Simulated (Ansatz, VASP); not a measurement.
# Na20Sc2Ge19O51 in two plane-wave programs

Aim: how closely do two programs agree when they are given the same cell, functional and k mesh? The structure shown is frame 47 of Ansatz's trajectory.

Main program and level: Ansatz 0.2.0; plane waves, with VASP 6.6.1 beside it; single point at PBE.

## Step 1: The structure

The cell holds 92 atoms: 19 Ge, 20 Na, 2 Sc and 51 O. Cell: a = 10.931 Å, b = 10.931 Å, c = 10.931 Å, α = 90.0°, β = 90.0°, γ = 90.0°. As first built, before any earlier steps moved the atoms (in the runner's words): 92 atoms (19 Ge, 20 Na, 2 Sc, 51 O) placed at random at 3.5 g/cm^3, melted at 4000 K for 10 ps at fixed volume with the Morse and Coulomb pair potential with partial charges (Pedone, Malavasi, Menziani, Cormack and Segre, J. Phys. Chem. B 110, 11780 (2006)). Quenched from 4000 K to 300 K at 25 K/ps and fixed volume, held 10 ps at zero pressure, then minimised at fixed cell.

## Step 2: Ansatz: dynamics, PBE

Ansatz runs on its default PAW (the set named soft_2) files.

One frame of this run of dynamics is then solved in both programs, so the motion causes no difference.

Input file input.yaml:

```yaml
crystal:
  lattice:
    - [10.93102, 0.0, 0.0]
    - [0.0, 10.93102, 0.0]
    - [0.0, 0.0, 10.93102]
  atoms:
    - { symbol: Ge, position: [0.73811, 0.53646, 0.62862] }
    - { symbol: Ge, position: [0.21976, 0.05108, 0.79947] }
    - { symbol: Ge, position: [0.44518, 0.97646, 0.19977] }
    - { symbol: Ge, position: [0.80652, 0.41069, 0.181] }
    - { symbol: Ge, position: [0.14142, 0.98983, 0.23918] }
    - { symbol: Ge, position: [0.50391, 0.03484, 0.89105] }
    - { symbol: Ge, position: [0.71044, 0.55143, 0.93032] }
    - { symbol: Ge, position: [0.65097, 0.08718, 0.393] }
    - { symbol: Ge, position: [0.87564, 0.88178, 0.36143] }
    - { symbol: Ge, position: [0.21107, 0.7174, 0.07269] }
    - { symbol: Ge, position: [0.4643, 0.72649, 0.88956] }
    - { symbol: Ge, position: [0.88878, 0.78796, 0.65443] }
    - { symbol: Ge, position: [0.33255, 0.51759, 0.71865] }
    - { symbol: Ge, position: [0.81081, 0.97661, 0.89013] }
    - { symbol: Ge, position: [0.30114, 0.36302, 0.4644] }
    - { symbol: Ge, position: [0.23729, 0.43338, 0.17584] }
    - { symbol: Ge, position: [0.55432, 0.3315, 0.83419] }
    - { symbol: Ge, position: [0.10684, 0.12749, 0.53248] }
    - { symbol: Ge, position: [0.58272, 0.38862, 0.3946] }
    - { symbol: Na, position: [0.85855, 0.32818, 0.46744] }
    - { symbol: Na, position: [0.86648, 0.28475, 0.72347] }
    - { symbol: Na, position: [0.19319, 0.76043, 0.76542] }
    - { symbol: Na, position: [0.61104, 0.68283, 0.36221] }
    - { symbol: Na, position: [0.0612, 0.37304, 0.67752] }
    - { symbol: Na, position: [0.53902, 0.26385, 0.1198] }
    - { symbol: Na, position: [0.92945, 0.59287, 0.42145] }
    - { symbol: Na, position: [0.59386, 0.85528, 0.64918] }
    - { symbol: Na, position: [0.90069, 0.71015, 0.09947] }
    - { symbol: Na, position: [0.76633, 0.1082, 0.63512] }
    - { symbol: Na, position: [0.03439, 0.91027, 0.00778] }
[... 56 atom lines left out ...]
    - { symbol: O, position: [0.15998, 0.04301, 0.65347] }
    - { symbol: O, position: [0.84093, 0.89804, 0.75672] }
    - { symbol: O, position: [0.08633, 0.67854, 0.98752] }
    - { symbol: O, position: [0.50228, 0.20406, 0.91515] }
    - { symbol: O, position: [0.18838, 0.92364, 0.87908] }
    - { symbol: O, position: [0.37809, 0.05896, 0.78642] }
kpoints:
  mp_grid: { grid: [1, 1, 1] }
hamiltonian:
  xc: pbe
scf:
  occupations: { method: fermi_dirac, width: 0.025 }
output:
  forces: true
md:
  timestep: 1.0
  n_steps: 142
  ensemble: nvt_langevin
  temperature: 400
  initial_velocities: maxwell_boltzmann
  seed: 6591
```

The run is started by

```sh
$ ansatz run input.yaml --threads 4 --pin off --max-ram 8192MiB --backend cpu --events-out ev --progress --plain --runs-dir out
```

Numbers of over 12 decimals in the logs are rounded to 6 here.

Output:

```text
Warning: md: disabling space-group detection — thermal motion breaks the input geometry's symmetry, so no spatial operation reduces the k-mesh or symmetrises the density; time reversal is kept, so that k and −k are solved as one point where they differ and the mesh holds both, and exact exchange and, on two spinor components, a DFT+U term hold to it where the run has them: on two components no moment then forms, and  [...]
Engine: ansatz 0.2.0, x86_64-unknown-linux-gnu
Pseudopotentials: kind: paw
Pseudopotential: Ge, paw, valence charge 14, recommended cutoff 420 eV (normal), Ge.paw.azcp
Pseudopotential: Na, paw, valence charge 9, recommended cutoff 420 eV (normal), Na.paw.azcp
Pseudopotential: Sc, paw, valence charge 11, recommended cutoff 420 eV (normal), Sc.paw.azcp
Pseudopotential: O, paw, valence charge 6, recommended cutoff 420 eV (normal), O.paw.azcp
Functional definition: PBE
  parameter kappa = 0.804
  parameter beta = 0.066725
  exchange = pbe_x(kappa = kappa, mu = beta*pi^2/3)
  correlation = pbe_c(beta = beta)
Crystal: 92 atoms, lattice volume = 1306.117 Å³
Basis set: ecut = 420 eV, 25533 PW (Γ), exchange–correlation on 150×150×150 points (8 copies of the dense FFT grid, shifted against one another)
Bands: 479, of which v1, the nominal top of the filled ones, is band 387 counted from 1 (386 counted from 0)
Symmetry: 1 space group operations
k-points: 1
Non-local potential: Ge, projectors of the file, l = 0: 2, l = 1: 2, l = 2: 3, l = 3: 1
Non-local potential: Na, projectors of the file, l = 0: 3, l = 1: 2, l = 2: 1
Non-local potential: Sc, projectors of the file, l = 0: 3, l = 1: 2, l = 2: 3, l = 3: 1
Non-local potential: O, projectors of the file, l = 0: 2, l = 1: 2, l = 2: 1
PAW form: soft (Blöchl's): semilocal exchange-correlation on the pseudo side does not see the compensation charge
PAW one-centre angular grid: Ge, 590 points (default); XC on 64 Gauss nodes
PAW one-centre angular grid: Na, 110 points (default); XC on 64 Gauss nodes
PAW one-centre angular grid: Sc, 590 points (default); XC on 64 Gauss nodes
PAW one-centre angular grid: O, 110 points (default); XC on 64 Gauss nodes
Initial density: superposition of atomic densities (neutral atoms: chi_scale 0, normalization atom), corrected by the library's trained network
Initial wavefunctions: pseudopotential atomic-orbital guess
Functional: x = pbe(κ = 0.804, μ = 0.219515), c = pbe(β = 0.066725)
SCF iter   1: F=—  HF=-144569.318026 eV  |F-HF|=—  |Δ(HF+E_count)|=         —  Δρ=2.21e-3  dr2=7.87e-2  ethr=1.77e-3  ⟨swp⟩=6.0  Hψ=1848  notcnv=0  defer=63
preconditioner: auto → Resta (q_TF=auto, 2.500 Å⁻¹)  ε∞=2.7  [insulator: Δε(μ)=2.153 eV  Ē_g=21.279 eV  σ=0.025 eV  W_gap=1.00  n_scr=340 (ndim 8)  ℏωp=27.8 eV  f_vac=0.207  D(μ)=0.00/eV (n_scr^D=0)  ε∞_Penn≈2.7]
SCF iter   2: F=—  HF=-144569.315534 eV  |F-HF|=—  |Δ(HF+E_count)|=   2.49e-3  Δρ=1.20e-3  dr2=1.64e-2  ethr=1.02e-5  ⟨swp⟩=2.0  Hψ=710  notcnv=0  defer=88
SCF iter   3: F=—  HF=-144569.318671 eV  |F-HF|=—  |Δ(HF+E_count)|=   3.14e-3  Δρ=5.20e-4  dr2=5.18e-3  ethr=2.12e-6  ⟨swp⟩=2.0  Hψ=566  notcnv=0  defer=88
SCF iter   4: F=—  HF=-144569.320523 eV  |F-HF|=—  |Δ(HF+E_count)|=   1.85e-3  Δρ=2.21e-4  dr2=7.26e-4  ethr=6.69e-7  ⟨swp⟩=2.0  Hψ=563  notcnv=0  defer=88
SCF iter   5: F=—  HF=-144569.320631 eV  |F-HF|=—  |Δ(HF+E_count)|=   1.09e-4  Δρ=1.22e-4  dr2=2.13e-4  ethr=9.38e-8  ⟨swp⟩=2.0  Hψ=584  notcnv=0  defer=88
SCF iter   6: F=—  HF=-144569.320680 eV  |F-HF|=—  |Δ(HF+E_count)|=   4.87e-5  Δρ=4.87e-5  dr2=3.40e-5  ethr=2.76e-8  ⟨swp⟩=2.0  Hψ=546  notcnv=0  defer=88
SCF iter   7: F=—  HF=-144569.318605 eV  |F-HF|=—  |Δ(HF+E_count)|=   2.07e-3  Δρ=1.90e-5  dr2=5.85e-6  ethr=4.39e-9  ⟨swp⟩=2.0  Hψ=774  notcnv=0  defer=88
SCF iter   8: F=—  HF=-144569.318606 eV  |F-HF|=—  |Δ(HF+E_count)|=   1.01e-6  Δρ=8.51e-6  dr2=1.17e-6  ethr=7.56e-10  ⟨swp⟩=2.0  Hψ=756  notcnv=0  defer=88
SCF iter   9: F=—  HF=-144569.318606 eV  |F-HF|=—  |Δ(HF+E_count)|=   1.72e-7  Δρ=3.75e-6  dr2=2.09e-7  ethr=1.51e-10  ⟨swp⟩=2.0  Hψ=756  notcnv=0  defer=88
SCF iter  10: F=-144569.318606 eV  HF=-144569.318606 eV  |F-HF|=2.01e-8  |Δ(HF+E_count)|=   3.12e-8  Δρ=1.61e-6  dr2=3.78e-8  ethr=1.19e-11  ⟨swp⟩=4.0  Hψ=1411  notcnv=0
SCF 1 converged in 10 iterations: F = -144569.318606 eV  dr2 = 3.78e-8
  greatest PAW one-centre occupation: 0.999 electrons in one spin orbital (limit 2), on the Na atom at site 19 (counted from 0), in its partial waves of l = 0
[...]
md step   136: t =   136.00 fs  T =   429.4 K  F+E_penalty+E_count = -144572.02773920 eV  E_kin = 5.106715 eV  (6 SCF iters)
[...]
md step   137: t =   137.00 fs  T =   433.7 K  F+E_penalty+E_count = -144571.97617243 eV  E_kin = 5.157888 eV  (6 SCF iters)
[...]
md step   138: t =   138.00 fs  T =   433.7 K  F+E_penalty+E_count = -144571.93463286 eV  E_kin = 5.157572 eV  (6 SCF iters)
[...]
md step   139: t =   139.00 fs  T =   426.0 K  F+E_penalty+E_count = -144571.90972909 eV  E_kin = 5.065495 eV  (6 SCF iters)
md step   140: t =   140.00 fs  T =   428.2 K  F+E_penalty+E_count = -144571.89864856 eV  E_kin = 5.091794 eV  (9 SCF iters)
[...]
md step   141: t =   141.00 fs  T =   433.7 K  F+E_penalty+E_count = -144571.89805648 eV  E_kin = 5.158040 eV  (6 SCF iters)
[...]
md step   142: t =   142.00 fs  T =   439.0 K  F+E_penalty+E_count = -144571.90927014 eV  E_kin = 5.221142 eV  (8 SCF iters)
SCF converged after 8 iterations
Free energy (F): -144571.909270 eV
Harris-Foulkes:  -144571.909270 eV  (|F-HF|=1.92e-8)
Internal energy: -144571.909270 eV  (E = F + TS)
E sigma→0 (E₀):  -144571.909270 eV
Fermi energy:    5.661098 eV
--- Per-component energies (eV) ---
  E_band       = -8884.218737
  E_kinetic    = 14008.145688
  E_local      = -105068.982936  (includes V_loc(G=0)·N_el)
  E_nonlocal   = 12990.516418
  E_hartree    = 42721.910774
  E_xc         = -6181.240618
  E_vxc        = -7286.205497  (∫ρ·V_xc dr)
  E_paw        = -53724.576179  (= ΣΔE_a)
  E_vpaw       = -8971.636759  (= ΣTr[D̂ρ^β])
  E_aug_tail   = 0.128350  (compensation charges beyond the density's cutoff)
  E_ewald      = -49317.810767
  E_smearing   = -0.000000  (= −TS)
  E_closure    = 0.000000  (closes the sum)
  Σ components = -144571.909270   (vs F -144571.909270, Δ=0.00e0)
--- Forces (eV/Å), atoms counted from 1 ---
  atom   1  Ge    -0.79150214    -1.69333413     0.86475945
  atom   2  Ge    -0.50384195     0.34910776     1.35561419
  atom   3  Ge    -0.86931823    -0.63914074    -1.29467519
  atom   4  Ge     0.63285179    -0.38343942     1.37509319
  atom   5  Ge     0.23138529    -0.73136168    -0.70934666
  atom   6  Ge     1.13684179    -0.44848892     1.58893150
  atom   7  Ge     1.43318518    -1.65271416    -0.44675120
  atom   8  Ge     0.41403031    -0.21929116     1.95644408
  atom   9  Ge    -1.96487057    -0.46924769    -2.78170590
  atom  10  Ge     1.39540949     0.29235624    -0.76347660
  atom  11  Ge    -2.10672602     0.98182829    -1.10082316
  atom  12  Ge    -1.09850376     0.38813515     2.12925143
  atom  13  Ge     0.99718211    -1.92782432     0.10634770
  atom  14  Ge    -0.97695514     0.87801249    -1.22327240
  atom  15  Ge    -0.83470501     1.49657147     1.23214930
  atom  16  Ge     0.80389722    -0.66460823    -2.92843966
  atom  17  Ge     2.59513975    -1.45998288    -0.66737319
  atom  18  Ge    -0.77216124     1.58244888    -0.16420162
  atom  19  Ge     1.05281992     1.66784795     2.72123828
  atom  20  Na    -0.44162002     0.47282493    -0.38999151
  atom  21  Na    -0.40329942     0.42505515     0.08285487
  atom  22  Na     0.00239730    -0.89606135    -0.99233616
  atom  23  Na     0.45936806     0.34271477    -0.09593263
  atom  24  Na     0.24025345     0.01705624    -0.50147599
[...]
atom  85  O      0.22077915     0.00804110    -0.18145803
  atom  86  O     -0.65353071    -0.59914238     1.40457882
  atom  87  O      0.28605114    -0.09020012    -0.87494728
  atom  88  O      0.54278956    -0.45033944     0.36352063
  atom  89  O     -0.10086757     0.38571348     0.48711369
  atom  90  O     -0.60948265     1.37212363     0.69595108
  atom  91  O      0.06012380     0.64280767     1.29379836
  atom  92  O     -1.19540402    -0.18554354    -0.60918017
  max |Σ_I F_I| component: 1.68e-4 eV/Å
--- MD trajectory: 142 steps, t = 0.0 → 142.0 fs ---
  final state: T = 439.0 K   F+E_penalty+E_count = -144571.90927014 eV   E_kin = 5.221142 eV
```

In the SCF lines HF is the Harris–Foulkes energy and dr2 the Hartree energy of the density residual, in eV; the loop may stop once dr2 is under the threshold and the program's other checks hold. Hψ counts applications of the Hamiltonian.

## Step 3: VASP: single point, PBE

The same cell, functional, mesh and smearing now go to VASP, with its own data sets.

Lines of VASP's logs that name or quote its potential files are left out, and so is its time.

Input file INCAR:

```
SYSTEM = Na20Sc2Ge19O51
PREC = Accurate
ENCUT = 520
EDIFF = 1E-06
NELM = 120
ISMEAR = -1
SIGMA = 0.025
LREAL = Auto
ALGO = Normal
GGA = PE
NBANDS = 432
LASPH = .TRUE.
LORBIT = 11
LWAVE = .FALSE.
LCHARG = .FALSE.
ISIF = 2
GGA_COMPAT = .FALSE.
EFERMI = MIDGAP
NCORE = 2
```

Input file POSCAR:

```
Na20Sc2Ge19O51
1.0
   10.9310200000      0.0000000000      0.0000000000
    0.0000000000     10.9310200000      0.0000000000
    0.0000000000      0.0000000000     10.9310200000
Ge Na Sc O
19 20 2 51
Direct
    0.7504606158      0.5344149036      0.6372049452
    0.2143624291      0.0537827211      0.8031821367
    0.4475886056      0.9662044347      0.2069248798
    0.8067316682      0.4140235769      0.1806327314
    0.1375351980      0.9857451546      0.2414779225
    0.4864962282      0.0374530465      0.8851232547
    0.7145627764      0.5535805442      0.9232166806
    0.6349087276      0.0851430150      0.3924976809
    0.8673298558      0.8785456435      0.3638544253
    0.2036497966      0.7147274454      0.0751988378
    0.4706056708      0.7230432293      0.8899626933
    0.8931645903      0.7824521408      0.6520251541
    0.3271789824      0.5225770331      0.7139772867
    0.8081222063      0.9748129635      0.9044444160
    0.3124959976      0.3646869185      0.4615214317
    0.2542489173      0.4412397013      0.1704781439
    0.5666900253      0.3238947509      0.8277269642
    0.0994966618      0.1282862898      0.5357779969
    0.5769818370      0.3965961091      0.3858194386
    0.8486216291      0.3345524937      0.4607895695
    0.8555926162      0.2979685336      0.7338016031
    0.1974655613      0.7766429848      0.7518603021
    0.6381472177      0.6738163502      0.3933393224
    0.0914004366      0.3728654782      0.6823882858
    0.5443865257      0.2538098000      0.1241146755
    0.9361248996      0.6173074425      0.4372967939
    0.6137853558      0.8433979629      0.6530131680
    0.9085245476      0.7088085101      0.1195771300
    0.7555379095      0.1079039285      0.6096777794
    0.0481656790      0.9177734557      0.0178848817
[... 56 atom lines left out ...]
    0.1636169360      0.0241514516      0.6422547942
    0.8361708239      0.9140501069      0.7363539725
    0.0710363717      0.6867428657      0.9912341209
    0.4907593253      0.2070621040      0.9159163555
    0.1891955188      0.9125863826      0.8725626703
    0.3816661208      0.0510748311      0.7582823927
```

Input file KPOINTS:

```
Automatic mesh
0
Gamma
1 1 1
0 0 0
```

PAW data sets: Ge_d, Na_pv, Sc_sv and O (PBE family, release 64).

The run is started by

```sh
$ mpirun -np 8 vasp_gam
```

Output:

```text
[banner, memory and clock lines left out]
running    8 mpi-ranks, on    1 nodes
[...]
LDA part: xc-table for (Slater+PW92), standard interpolation
 POSCAR, INCAR and KPOINTS ok, starting setup
[...]
entering main loop
       N       E                     dE             d eps       ncg     rms          rms(c)
DAV:   1     0.212136571846E+05    0.21214E+05   -0.28156E+05  1056   0.404E+03
DAV:   2     0.542319115950E+04   -0.15790E+05   -0.14726E+05   872   0.113E+03
DAV:   3     0.518669089973E+03   -0.49045E+04   -0.46113E+04   864   0.408E+02
DAV:   4    -0.524737638488E+03   -0.10434E+04   -0.99363E+03  1016   0.182E+02
[...]
DAV:  18    -0.532017482039E+03    0.56309E-06   -0.80207E-05  1160   0.360E-02    0.856E-03
DAV:  19    -0.532017484926E+03   -0.28873E-05   -0.22457E-05  1136   0.183E-02    0.511E-03
DAV:  20    -0.532017485446E+03   -0.51924E-06   -0.64891E-06   848   0.987E-03
   1 F= -.53201749E+03 E0= -.53201749E+03  d E =-.853942E-17
```

From OUTCAR (step 3):

```text
  FREE ENERGIE OF THE ION-ELECTRON SYSTEM (eV)
  ---------------------------------------------------
  free  energy   TOTEN  =      -532.0174854456 eV

  energy  without entropy=     -532.0174854456  energy(sigma->0) =     -532.01748545
```

The run ends at a pressure of -0.21 GPa, with forces up to 4.4 eV/Å.

## Step 4: Differences

Known differences besides the potentials themselves: the data sets hold 774 valence electrons in Ansatz (on its default PAW (the set named soft_2) files) and 734 in VASP; the cutoff is 420 eV in Ansatz and 520 eV in VASP (PREC = Accurate, projectors in real space). Total energies have different zeros and are not compared.

Forces on 9 of the 92 atoms, those with the largest forces and the largest differences (eV/Å; atoms numbered as in POSCAR):

```csv
atom,"Ansatz x, y, z","VASP x, y, z"
Ge9,"1.081, 2.616, 1.748","1.066, 2.550, 1.696"
Ge13,"1.147, -2.331, 0.164","1.111, -2.297, 0.176"
Ge14,"-0.560, 1.817, -4.008","-0.534, 1.781, -3.958"
Ge15,"-4.115, 1.280, 0.833","-4.065, 1.247, 0.813"
Ge16,"-2.456, -2.010, 1.855","-2.423, -1.999, 1.838"
Ge17,"-2.040, 1.346, -1.189","-2.040, 1.330, -1.202"
Sc40,"0.921, 1.517, -0.450","0.965, 1.613, -0.469"
O67,"-1.750, -1.636, -1.216","-1.726, -1.630, -1.183"
O75,"-0.914, -0.621, 0.508","-0.942, -0.712, 0.496"
```

The forces differ by 21 meV/Å r.m.s., which is 2.4 % of the r.m.s. force of 0.883 eV/Å (both taken over all components).

## Step 5: What came out

```json
{
  "r.m.s. force difference (single point, PBE)": "2.4 % of the r.m.s. force"
}
```

What this shows: The r.m.s. force difference is 2.4 % of the r.m.s. force (single point, PBE), within the 3 % picked in this series as the mark of a large difference. The data sets hold unlike numbers of valence electrons (774 in Ansatz and 734 in VASP), so part of the differences comes from the potentials. 2 further runs of this series are not shown here. How closely two codes agree says nothing of how well the functional describes the real material.

[Lines on the potential files, build, host, timing and source positions are cut from VASP's logs without a mark.]

[Logs are printed without paths, hosts, clocks, repeated set-up lines and the standing remarks that a program may print on its own settings, such as how far it seeks lower states.]

[Hosts, paths, dates, database ids (printed as entryN), source tags and the programs' standing remarks are cut or masked in the printed files.]
